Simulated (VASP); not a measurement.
Given:

```
CELL_PARAMETERS angstrom
      0.00000     2.86629     2.86629
      2.86629     0.00000     2.86629
      2.86629     2.86629     0.00000
ATOMIC_POSITIONS crystal
  Al 0.00000 0.00000 0.00000
  As 0.25000 0.25000 0.25000
```

These are HSEsol screened hybrid, VASP's PBE PAW potentials (set 64) (plane waves; VASP) values and carry that method's errors. Run with 520 eV cut-off, 6×6×6 Γ-centred mesh, Gaussian smearing of 0.050 eV, potentials Al As.

Task: Estimate the energy per atom (σ→0), pressure, band gap (over the mesh, the named points and PBE's band edges) with the smallest direct gap where there is one.

Result: 
```json
{
  "band gap (over the mesh, the named points and PBE's band edges)": "2.08 eV",
  "smallest direct gap (over the mesh, the named points and PBE's band edges)": "2.54 eV",
  "energy per atom (σ→0)": "-5.713 eV/atom",
  "pressure": "-3.32 GPa"
}
```

Total energies compare only between runs with the same potentials, cut-off and functional.

The compound is AlAs in the zinc blende structure. It was relaxed first.
